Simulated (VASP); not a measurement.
Method: LDA (Ceperley-Alder, Perdew-Zunger), VASP's LDA PAW potentials (set 64) (plane waves; VASP 6.6.1).

The input files of a VASP run:

**POSCAR**
```
SrVO3
1.0
  3.7791911043   0.0000000000   0.0000000000
  0.0000000000   3.7791911043   0.0000000000
  0.0000000000   0.0000000000   3.7791911043
Sr V O
1 1 3
Cart
  0.0000000000   0.0000000000   0.0000000000
  1.8895955522   1.8895955522   1.8895955522
  1.8895955522   0.0000000000   1.8895955522
  0.0000000000   1.8895955522   1.8895955522
  1.8895955522   1.8895955522   0.0000000000
```

File KPOINTS:
```
Automatic mesh
0
Gamma
8 8 8
0 0 0
```

### INCAR
```
ALGO=Normal
EDIFF=1E-6
EDIFFG=-0.02
ENCUT=620
IBRION=2
ISIF=3
ISMEAR=1
LASPH=.TRUE.
LCHARG=.FALSE.
LMAXMIX=4
LREAL=.FALSE.
LWAVE=.FALSE.
NELM=100
NSW=40
PREC=Accurate
SIGMA=0.1
SYSTEM=SrVO3
```

POTCAR, in this order: Sr_sv V_sv O (LDA.64 set). Program: vasp_std.

Problem. What does the run give for the energy per atom (σ→0), band gap (on the k-mesh)?

Solution. 
The energy per atom (σ→0) is -8.738 eV/atom. The band gap (on the k-mesh) comes out as none (metal, semimetal or under 0.01 eV).

OSZICAR:
```
...
DAV:   8    -0.436887321962E+02    0.63617E+00   -0.38310E+00  1856   0.189E+01    0.214E+00
DAV:   9    -0.436975979675E+02   -0.88658E-02   -0.16192E-01  2304   0.263E+00    0.123E+00
DAV:  10    -0.436904956490E+02    0.71023E-02   -0.53737E-02  1880   0.238E+00    0.265E-01
DAV:  11    -0.436901532870E+02    0.34236E-03   -0.40022E-03  1928   0.504E-01    0.930E-02
DAV:  12    -0.436901621882E+02   -0.89012E-05   -0.21634E-04  2224   0.136E-01    0.776E-02
DAV:  13    -0.436901460816E+02    0.16107E-04   -0.14946E-04  1936   0.117E-01    0.134E-02
DAV:  14    -0.436901459309E+02    0.15067E-06   -0.99645E-06  2072   0.282E-02
   1 F= -.43690146E+02 E0= -.43689335E+02  d E =-.436901E+02
```

The compound is SrVO3 in the cubic perovskite structure. It was relaxed first. The run is not spin-polarised, so no magnetic state was tried. The electron count is odd and the run is not spin-polarised, which forces a metal.
